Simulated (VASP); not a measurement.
# A slab model of the (1 0 0) face of Pt3Pb, part 2 of 7

Aim: model the (1 0 0) face of Pt3Pb by a slab and find how far its highest filled level lies below the vacuum. The start is a cell from a database of measured crystal structures.

VASP 6.6.1, plane waves and PAW; the level of theory is named at each step.

So far. Step 2 (The bulk reference): Energy at zero smearing: -210.69907 eV.

### 3. Surface relaxation

This step: r2SCAN with rVV10; plane waves and PAW (Pt, Pb) (VASP 6.6.1).

System of this step: Pt3Pb. The cell holds 12 atoms: 9 Pt and 3 Pb. Its edges and angles: a = 4.058 Å, b = 4.058 Å, c = 25.145 Å, α = 90.0°, β = 90.0°, γ = 90.0°. It derives from Pt3Pb. The (1 0 0) slab of Pt3Pb, cut from the database cell. Vacuum lies along c.

The free atoms relax, while those held by selective dynamics keep their cut positions.

Contents of INCAR:

```
SYSTEM = Pt3Pb
PREC = Normal
ENCUT = 300
EDIFF = 1E-05
NELM = 120
ISMEAR = 0
SIGMA = 0.1
LREAL = .FALSE.
ALGO = Normal
METAGGA = R2SCAN
LUSE_VDW = .TRUE.
IVDW_NL = 2
BPARAM = 11.95
CPARAM = 0.0093
LASPH = .TRUE.
NBANDS = 63
LORBIT = 11
LWAVE = .FALSE.
LCHARG = .FALSE.
KPAR = 2
IBRION = 2
NSW = 40
ISIF = 2
EDIFFG = -0.03
POTIM = 0.4
MAXMIX = 40
IDIPOL = 3
LDIPOL = .TRUE.
DIPOL = 0.5 0.5 0.5
```

Contents of POSCAR:

```
Pt3Pb
1.0
    4.0580000000      0.0000000000      0.0000000000
    0.0000000000      4.0580000000      0.0000000000
    0.0000000000      0.0000000000     25.1450000000
Pt Pb
9 3
Selective dynamics
Direct
    0.0000000000      0.5000000000      0.2982700300  F F F
    0.5000000000      0.0000000000      0.2982700300  F F F
    0.5000000000      0.5000000000      0.3789620200  F F F
    0.0000000000      0.5000000000      0.4596540100  F F F
    0.5000000000      0.0000000000      0.4596540100  F F F
    0.5000000000      0.5000000000      0.5403459900  T T T
    0.0000000000      0.5000000000      0.6210379800  T T T
    0.5000000000      0.0000000000      0.6210379800  T T T
    0.5000000000      0.5000000000      0.7017299700  T T T
    0.0000000000      0.0000000000      0.3789620200  F F F
    0.0000000000      0.0000000000      0.5403459900  T T T
    0.0000000000      0.0000000000      0.7017299700  T T T
```

Contents of KPOINTS:

```
Automatic mesh
0
Gamma
5 5 1
0 0 0
```

The projector-augmented-wave data sets are Pt and Pb (PBE family, release 64).

Started as:

```bash
> mpirun -np 2 vasp_std
```

Output:

```text
[banner, memory and clock lines left out]
running    2 mpi-ranks, on    1 nodes
 distrk:  each k-point on    1 cores,    2 groups
 distr:  one band on    1 cores,    1 groups

 POSCAR found type information on POSCAR PtPb
 POSCAR found :  2 types and      12 ions
 [... a notice as in an earlier step ...]

 [... a notice as in an earlier step ...]

 LDA part: xc-table for (None), standard interpolation
 POSCAR, INCAR and KPOINTS ok, starting setup
 FFT: planning ... GRIDC
 FFT: planning ... GRID_SOFT
 FFT: planning ... GRID
 WAVECAR not read
 entering main loop
       N       E                     dE             d eps       ncg     rms          rms(c)
Total rVV10 correction in eV:      2.8673743   149.7253958
Total rVV10 correction in eV:      2.8673743   149.7253958
DAV:   1    -0.369881528803E+02   -0.36988E+02   -0.33265E+04   756   0.909E+02
DAV:   2    -0.615623317730E+03   -0.57864E+03   -0.53801E+03   921   0.229E+02
DAV:   3    -0.655843990359E+03   -0.40221E+02   -0.37929E+02   944   0.581E+01
DAV:   4    -0.657215246792E+03   -0.13713E+01   -0.13571E+01   907   0.106E+01
DAV:   5    -0.657267011591E+03   -0.51765E-01   -0.51734E-01   994   0.200E+00    0.298E+01
Total rVV10 correction in eV:      2.7652174   149.7274514
Total rVV10 correction in eV:      2.7652174   149.7274514
DAV:   6    -0.633874416402E+03    0.23393E+02   -0.52389E+01   874   0.314E+01    0.301E+01
Total rVV10 correction in eV:      2.7571632   149.7385577
Total rVV10 correction in eV:      2.7571632   149.7385577
DAV:   7    -0.655521014995E+03   -0.21647E+02   -0.11856E+02  1137   0.639E+01    0.440E+01
Total rVV10 correction in eV:      2.7395664   149.7456010
Total rVV10 correction in eV:      2.7395664   149.7456010
DAV:   8    -0.636342323242E+03    0.19179E+02   -0.12116E+02  1008   0.343E+01    0.229E+01
Total rVV10 correction in eV:      2.7256678   149.7361613
Total rVV10 correction in eV:      2.7256678   149.7361613
DAV:   9    -0.634418867978E+03    0.19235E+01   -0.27528E+01  1073   0.316E+01    0.163E+01
Total rVV10 correction in eV:      2.7330421   149.7353801
Total rVV10 correction in eV:      2.7330421   149.7353801
DAV:  10    -0.628659445795E+03    0.57594E+01   -0.29851E+01   905   0.247E+01    0.773E+00
Total rVV10 correction in eV:      2.7339632   149.7286618
Total rVV10 correction in eV:      2.7339632   149.7286618
DAV:  11    -0.628078641558E+03    0.58080E+00   -0.54962E+00   865   0.125E+01    0.395E+00
Total rVV10 correction in eV:      2.7294487   149.7272060
Total rVV10 correction in eV:      2.7294487   149.7272060
DAV:  12    -0.628229441643E+03   -0.15080E+00   -0.11686E+00   843   0.445E+00    0.333E+00
Total rVV10 correction in eV:      2.7321074   149.7275356
Total rVV10 correction in eV:      2.7321074   149.7275356
DAV:  13    -0.628127203228E+03    0.10224E+00   -0.53929E-01   849   0.263E+00    0.221E+00
Total rVV10 correction in eV:      2.7320635   149.7264904
Total rVV10 correction in eV:      2.7320635   149.7264904
DAV:  14    -0.628141607313E+03   -0.14404E-01   -0.10666E-01   814   0.215E+00    0.183E+00
Total rVV10 correction in eV:      2.7340931   149.7267017
Total rVV10 correction in eV:      2.7340931   149.7267017
DAV:  15    -0.628130494424E+03    0.11113E-01   -0.29964E-02   821   0.102E+00    0.845E-01
Total rVV10 correction in eV:      2.7355512   149.7264346
Total rVV10 correction in eV:      2.7355512   149.7264346
DAV:  16    -0.628120765929E+03    0.97285E-02   -0.50420E-02   883   0.112E+00    0.407E-01
Total rVV10 correction in eV:      2.7357314   149.7258717
Total rVV10 correction in eV:      2.7357314   149.7258717
DAV:  17    -0.628120794491E+03   -0.28563E-04   -0.67569E-03   798   0.395E-01    0.203E-01
Total rVV10 correction in eV:      2.7360769   149.7257547
Total rVV10 correction in eV:      2.7360769   149.7257547
DAV:  18    -0.628120922563E+03   -0.12807E-03   -0.52616E-04   854   0.121E-01    0.171E-01
Total rVV10 correction in eV:      2.7370538   149.7254675
Total rVV10 correction in eV:      2.7370538   149.7254675
DAV:  19    -0.628121486200E+03   -0.56364E-03   -0.68388E-04   778   0.135E-01    0.836E-02
Total rVV10 correction in eV:      2.7375895   149.7254262
Total rVV10 correction in eV:      2.7375895   149.7254262
DAV:  20    -0.628121574969E+03   -0.88770E-04   -0.29868E-04   829   0.108E-01    0.490E-02
Total rVV10 correction in eV:      2.7377668   149.7254163
Total rVV10 correction in eV:      2.7377668   149.7254163
DAV:  21    -0.628121705996E+03   -0.13103E-03   -0.60023E-05   822   0.463E-02    0.371E-02
Total rVV10 correction in eV:      2.7380712   149.7254097
Total rVV10 correction in eV:      2.7380712   149.7254097
DAV:  22    -0.628121948737E+03   -0.24274E-03   -0.13039E-04   732   0.616E-02    0.240E-02
Total rVV10 correction in eV:      2.7383443   149.7254134
Total rVV10 correction in eV:      2.7383443   149.7254134
DAV:  23    -0.628122076328E+03   -0.12759E-03   -0.92522E-05   820   0.556E-02    0.120E-02
Total rVV10 correction in eV:      2.7384854   149.7254212
Total rVV10 correction in eV:      2.7384854   149.7254212
DAV:  24    -0.628122182888E+03   -0.10656E-03   -0.34128E-05   676   0.330E-02    0.135E-02
Total rVV10 correction in eV:      2.7385756   149.7254351
Total rVV10 correction in eV:      2.7385756   149.7254351
DAV:  25    -0.628122263708E+03   -0.80820E-04   -0.14827E-05   581   0.237E-02    0.117E-02
Total rVV10 correction in eV:      2.7388223   149.7254884
Total rVV10 correction in eV:      2.7388223   149.7254884
DAV:  26    -0.628122485025E+03   -0.22132E-03   -0.61407E-05   718   0.370E-02    0.139E-02
Total rVV10 correction in eV:      2.7388864   149.7255086
Total rVV10 correction in eV:      2.7388864   149.7255086
DAV:  27    -0.628122535688E+03   -0.50663E-04   -0.12639E-05   618   0.186E-02    0.933E-03
Total rVV10 correction in eV:      2.7389080   149.7255185
Total rVV10 correction in eV:      2.7389080   149.7255185
DAV:  28    -0.628122548270E+03   -0.12582E-04   -0.46019E-06   524   0.125E-02    0.623E-03
Total rVV10 correction in eV:      2.7389328   149.7255544
Total rVV10 correction in eV:      2.7389328   149.7255544
DAV:  29    -0.628122615745E+03   -0.67475E-04   -0.15019E-05   603   0.202E-02    0.524E-03
Total rVV10 correction in eV:      2.7389253   149.7255667
Total rVV10 correction in eV:      2.7389253   149.7255667
DAV:  30    -0.628122621970E+03   -0.62243E-05   -0.61606E-06   554   0.148E-02
Total rVV10 correction in eV:      2.7388313   149.7256191
Total rVV10 correction in eV:      2.7388313   149.7256191
Total rVV10 correction in eV:      2.7389148   149.7255737
Total rVV10 correction in eV:      2.7389148   149.7255737
   1 F= -.62812262E+03 E0= -.62810019E+03  d E =-.628123E+03
 curvature:   0.00 expect dE= 0.000E+00 dE for cont linesearch  0.000E+00
 trial: gam= 0.00000 g(F)=  0.118E+00 g(S)=  0.000E+00 ort = 0.000E+00 (trialstep = 0.100E+01)
 search vector abs. value=  0.118E+00
 bond charge predicted
       N       E                     dE             d eps       ncg     rms          rms(c)
Total rVV10 correction in eV:      2.7393125   149.7255688
Total rVV10 correction in eV:      2.7393125   149.7255688
DAV:   1    -0.628191178052E+03   -0.68562E-01   -0.79286E+00   770   0.817E+00    0.745E-01
Total rVV10 correction in eV:      2.7396842   149.7321287
Total rVV10 correction in eV:      2.7396842   149.7321287
DAV:   2    -0.628233056972E+03   -0.41879E-01   -0.20426E-01   820   0.173E+00    0.808E-01
Total rVV10 correction in eV:      2.7407639   149.7260112
Total rVV10 correction in eV:      2.7407639   149.7260112
DAV:   3    -0.628228284202E+03    0.47728E-02   -0.30711E-02   806   0.917E-01    0.448E-01
Total rVV10 correction in eV:      2.7393248   149.7271225
Total rVV10 correction in eV:      2.7393248   149.7271225
DAV:   4    -0.628225591930E+03    0.26923E-02   -0.71514E-03   798   0.379E-01    0.176E-01
Total rVV10 correction in eV:      2.7398967   149.7269177
Total rVV10 correction in eV:      2.7398967   149.7269177
DAV:   5    -0.628227644437E+03   -0.20525E-02   -0.17147E-03   798   0.178E-01    0.157E-01
Total rVV10 correction in eV:      2.7395872   149.7261413
Total rVV10 correction in eV:      2.7395872   149.7261413
DAV:   6    -0.628228156412E+03   -0.51197E-03   -0.82235E-04   835   0.170E-01    0.784E-02
Total rVV10 correction in eV:      2.7393881   149.7262248
Total rVV10 correction in eV:      2.7393881   149.7262248
DAV:   7    -0.628228604177E+03   -0.44776E-03   -0.22471E-04   852   0.649E-02    0.824E-02
Total rVV10 correction in eV:      2.7392008   149.7259275
Total rVV10 correction in eV:      2.7392008   149.7259275
DAV:   8    -0.628228786934E+03   -0.18276E-03   -0.15201E-04   805   0.625E-02    0.363E-02
Total rVV10 correction in eV:      2.7391104   149.7257594
Total rVV10 correction in eV:      2.7391104   149.7257594
DAV:   9    -0.628228924242E+03   -0.13731E-03   -0.11814E-04   790   0.507E-02    0.173E-02
Total rVV10 correction in eV:      2.7391215   149.7256700
Total rVV10 correction in eV:      2.7391215   149.7256700
DAV:  10    -0.628228934712E+03   -0.10469E-04   -0.23368E-05   613   0.236E-02    0.153E-02
Total rVV10 correction in eV:      2.7391727   149.7256244
Total rVV10 correction in eV:      2.7391727   149.7256244
DAV:  11    -0.628228934333E+03    0.37918E-06   -0.53532E-06   481   0.152E-02
Total rVV10 correction in eV:      2.7392561   149.7255969
Total rVV10 correction in eV:      2.7392561   149.7255969
Total rVV10 correction in eV:      2.7391881   149.7256130
Total rVV10 correction in eV:      2.7391881   149.7256130
   2 F= -.62822893E+03 E0= -.62820700E+03  d E =-.106312E+00
[... from here on, the cycles between the ionic steps are left out ...]
   3 F= -.62842485E+03 E0= -.62840134E+03  d E =-.302224E+00
   4 F= -.62817743E+03 E0= -.62815247E+03  d E =-.548101E-01
   5 F= -.62845639E+03 E0= -.62843313E+03  d E =-.333764E+00
   6 F= -.62845702E+03 E0= -.62843381E+03  d E =-.334403E+00
   7 F= -.62846803E+03 E0= -.62844536E+03  d E =-.110077E-01
   8 F= -.62846848E+03 E0= -.62844596E+03  d E =-.114585E-01
   9 F= -.62847253E+03 E0= -.62845002E+03  d E =-.404827E-02
  10 F= -.62847543E+03 E0= -.62845298E+03  d E =-.694290E-02
  11 F= -.62847833E+03 E0= -.62845585E+03  d E =-.290540E-02
  12 F= -.62847950E+03 E0= -.62845694E+03  d E =-.407064E-02
  13 F= -.62848139E+03 E0= -.62845859E+03  d E =-.188904E-02
  14 F= -.62848166E+03 E0= -.62845878E+03  d E =-.215877E-02
  15 F= -.62848181E+03 E0= -.62845902E+03  d E =-.150813E-03
 trial-energy change:   -0.000151  1 .order   -0.000159   -0.000596    0.000278
 step:   2.4960(harm=  2.4960)  dis= 0.00569  next Energy=  -628.481859 (dE=-0.203E-03)
 bond charge predicted
       N       E                     dE             d eps       ncg     rms          rms(c)
Total rVV10 correction in eV:      2.7543736   149.7256098
Total rVV10 correction in eV:      2.7543736   149.7256098
DAV:   1    -0.628481709185E+03    0.10001E-03   -0.23935E-02   770   0.481E-01    0.601E-02
Total rVV10 correction in eV:      2.7543799   149.7256039
Total rVV10 correction in eV:      2.7543799   149.7256039
DAV:   2    -0.628481789740E+03   -0.80555E-04   -0.49304E-04   814   0.806E-02    0.526E-03
Total rVV10 correction in eV:      2.7543837   149.7256010
Total rVV10 correction in eV:      2.7543837   149.7256010
DAV:   3    -0.628481808290E+03   -0.18551E-04   -0.15103E-05   531   0.163E-02    0.447E-03
Total rVV10 correction in eV:      2.7543768   149.7256043
Total rVV10 correction in eV:      2.7543768   149.7256043
DAV:   4    -0.628481821561E+03   -0.13271E-04   -0.28543E-06   500   0.878E-03    0.320E-03
Total rVV10 correction in eV:      2.7543768   149.7256037
Total rVV10 correction in eV:      2.7543768   149.7256037
DAV:   5    -0.628481838805E+03   -0.17244E-04   -0.14663E-06   450   0.717E-03    0.224E-03
Total rVV10 correction in eV:      2.7543769   149.7256054
Total rVV10 correction in eV:      2.7543769   149.7256054
DAV:   6    -0.628481849258E+03   -0.10453E-04   -0.78063E-07   427   0.554E-03    0.162E-03
Total rVV10 correction in eV:      2.7543763   149.7256086
Total rVV10 correction in eV:      2.7543763   149.7256086
DAV:   7    -0.628481850509E+03   -0.12511E-05   -0.31940E-07   420   0.356E-03
Total rVV10 correction in eV:      2.7543792   149.7256130
Total rVV10 correction in eV:      2.7543792   149.7256130
Total rVV10 correction in eV:      2.7543771   149.7256112
Total rVV10 correction in eV:      2.7543771   149.7256112
  16 F= -.62848185E+03 E0= -.62845904E+03  d E =-.195045E-03
 curvature:  -2.21 expect dE=-0.682E-04 dE for cont linesearch -0.125E-08
 trial: gam= 0.19645 g(F)=  0.308E-04 g(S)=  0.000E+00 ort =-0.404E-06 (trialstep = 0.343E+01)
 search vector abs. value=  0.418E-04
 reached required accuracy - stopping structural energy minimisation
```

The job ended after 29 min (2 MPI ranks of AMD EPYC 7R43, shared host; peak memory 0.69 GiB; 58 min of CPU time).

OUTCAR, selected parts (step 3):

```text
  LATTYP: Found a simple tetragonal cell.
 ALAT       =     4.0580000000
 C/A-ratio  =     6.1964021686

 Subroutine GETGRP returns: Found  8 space group operations
 (whereof  8 operations were pure point group operations)

The static configuration has the point symmetry C_4v.

 Found      6 irreducible k-points:

   k-points           NKPTS =      6   k-points in BZ     NKDIM =      6   number of bands    NBANDS=     63

   dimension x,y,z NGX =    18 NGY =   18 NGZ =  108
   dimension x,y,z NGXF=    36 NGYF=   36 NGZF=  216

   ENCUT  =  300.0 eV  22.05 Ry    4.70 a.u.   5.73  5.73 35.51*2*pi/ulx,y,z

   NELECT =     102.0000    total number of electrons

 dipolmoment           0.000000      0.000000     -0.130336 electrons x Angstroem

 E-fermi :   2.2352

 k-point     1 :       0.0000    0.0000    0.0000
  band No.  band energies     occupation
    ...
     44       1.5646      2.00000
     45       1.8448      2.00000
     46       1.9449      1.99996
     47       1.9449      1.99996
     48       2.0729      1.97829
     49       2.4815      0.00050
     50       2.5283      0.00003
     51       2.6378      0.00000
     52       2.6656      0.00000
     53       2.6656      0.00000
    ...

 k-point     2 :       0.2000    0.0000    0.0000
  band No.  band energies     occupation
    ...
     47       1.6442      2.00000
     48       1.7665      2.00000
     49       1.8053      2.00000
     50       1.9959      1.99929
     51       2.1520      1.76097
     52       2.4363      0.00446
     53       3.0790      0.00000
     54       3.2412      0.00000
     55       3.9719      0.00000
     56       4.2214      0.00000
    ...

  Total       -7.1225742     -7.1225742     -2.1696834      0.0000000      0.0000000     -0.0000000
  in kB      -27.5595319    -27.5595319     -8.3952036      0.0000000      0.0000000     -0.0000000
  external PRESSURE =     -21.1714225 kB  Pullay stress =       0.0000000 kB

  energy-cutoff  :      300.00
  volume of cell :      414.07
      direct lattice vectors                 reciprocal lattice vectors
     4.058000000  0.000000000  0.000000000     0.246426811  0.000000000  0.000000000
     0.000000000  4.058000000  0.000000000     0.000000000  0.246426811  0.000000000
     0.000000000  0.000000000 25.145000000     0.000000000  0.000000000  0.039769338

 POSITION                                       TOTAL-FORCE (eV/Angst)
 -----------------------------------------------------------------------------------
      0.00000      2.02900      7.50000        -0.000000     -0.000000      0.472252
      2.02900      0.00000      7.50000        -0.000000      0.000000      0.472252
      2.02900      2.02900      9.52900        -0.000000     -0.000000     -0.219042
      0.00000      2.02900     11.55800        -0.000000      0.000000      0.074871
      2.02900      0.00000     11.55800        -0.000000      0.000000      0.074871
      2.02900      2.02900     13.59401        -0.000000     -0.000000     -0.023247
      0.00000      2.02900     15.67450        -0.000000      0.000000      0.003035
      2.02900      0.00000     15.67450        -0.000000      0.000000      0.003035
      2.02900      2.02900     17.52664        -0.000000     -0.000000      0.009128
      0.00000      0.00000      9.52900        -0.000000      0.000000     -0.879704
      0.00000      0.00000     13.65406        -0.000000      0.000000      0.000057
      0.00000      0.00000     18.05582         0.000000      0.000000      0.012492
 -----------------------------------------------------------------------------------
    total drift:                                0.000000      0.000000      0.011642

  FREE ENERGIE OF THE ION-ELECTRON SYSTEM (eV)
  ---------------------------------------------------
  free  energy   TOTEN  =      -628.4818505087 eV

  energy  without entropy=     -628.4362238633  energy(sigma->0) =     -628.45903719

 reached required accuracy - stopping structural energy minimisation

 vacuum level on the upper side and lower side of the slab         6.524         7.931

 total charge
# of ion       s       p       d       tot
------------------------------------------
    1        0.594   0.312   8.129   9.035
    2        0.594   0.312   8.129   9.035
    3        0.601   0.481   8.160   9.242
    4        0.593   0.488   8.172   9.253
    5        0.593   0.488   8.172   9.253
    6        0.593   0.482   8.184   9.259
    7        0.603   0.487   8.135   9.225
    8        0.603   0.487   8.135   9.225
    9        0.630   0.397   8.171   9.198
   10        1.555   1.739   0.389   3.683
   11        1.543   1.746   0.378   3.667
   12        1.623   1.369   0.154   3.146
--------------------------------------------------
tot         10.124   8.787  74.309  93.220

[... 7 further parts left out ...]
```

The run keeps the 8 symmetry operations of its start, so it cannot find a distortion of lower symmetry.

Step by step:

| step | energy less that of the first step (eV) | largest force (eV/Å) |
| --- | --- | --- |
| 1 | 0.0000 | 1.4873 |
| 2 | -0.1063 | 1.1865 |
| 3 | -0.3022 | 0.4862 |
| 4 | -0.0548 | 1.9468 |
| 5 | -0.3338 | 0.4544 |
| 6 | -0.3344 | 0.4694 |
| 7 | -0.3454 | 0.1121 |
| 8 | -0.3459 | 0.1393 |
| 9 | -0.3499 | 0.1097 |
| 10 | -0.3528 | 0.1344 |
| 11 | -0.3557 | 0.0875 |
| 12 | -0.3569 | 0.0912 |
| 13 | -0.3588 | 0.0446 |
| 14 | -0.3590 | 0.0512 |
| 15 | -0.3592 | 0.0391 |
| 16 | -0.3592 | 0.0232 |

The atoms that moved most (Å):

| atom | dx | dy | dz | length |
| --- | --- | --- | --- | --- |
| Pb12 | 0.000 | 0.000 | 0.411 | 0.411 |
| Pt9 | 0.000 | 0.000 | -0.118 | 0.118 |
| Pb11 | 0.000 | 0.000 | 0.067 | 0.067 |
| Pt7 | 0.000 | 0.000 | 0.059 | 0.059 |
| Pt8 | 0.000 | 0.000 | 0.059 | 0.059 |
| Pt6 | 0.000 | 0.000 | 0.007 | 0.007 |

Final coordinates:

```xyz
12
Lattice="4.0580 0.0000 0.0000 0.0000 4.0580 0.0000 0.0000 0.0000 25.1450" Properties=species:S:1:pos:R:3
Pt    0.0000    2.0290    7.5000
Pt    2.0290    0.0000    7.5000
Pt    2.0290    2.0290    9.5290
Pt    0.0000    2.0290   11.5580
Pt    2.0290    0.0000   11.5580
Pt    2.0290    2.0290   13.5940
Pt    0.0000    2.0290   15.6745
Pt    2.0290    0.0000   15.6745
Pt    2.0290    2.0290   17.5266
Pb    0.0000    0.0000    9.5290
Pb    0.0000    0.0000   13.6541
Pb    0.0000    0.0000   18.0558
```

Numbers from this step:

```
electronic cycles       : 170
electrons               : 102
free energy (TOTEN)     : -628.4819 eV
energy at zero smearing : -628.4590 eV
Fermi energy            : 2.235 eV
dipole moment           : 0, 0, -0.1303 e·Å
```

The run ended after 16 ionic steps, 0.359 eV below its first step, once the forces on the free atoms met EDIFFG = -0.03.

Only the dipole across the slab is computed (IDIPOL = 3); zeros along the plane are no results.

VASP counts the dipole in electrons times Å, so a positive number points the physical dipole along −c.

[end of part 2 of 7]

[Lines on the potential files, build, host, timing and source positions are cut from VASP's logs without a mark.]

[Logs are printed without paths, hosts, clocks, repeated set-up lines and the standing remarks that a program may print on its own settings, such as how far it seeks lower states.]

[Hosts, paths, dates, database ids (printed as entryN), source tags and the programs' standing remarks are cut or masked in the printed files.]

[In band tables of VASP the shares of atoms and orbitals are scaled to a sum of 1 inside the atoms' spheres.]

[Runs that stopped without an error message from VASP are left out.]
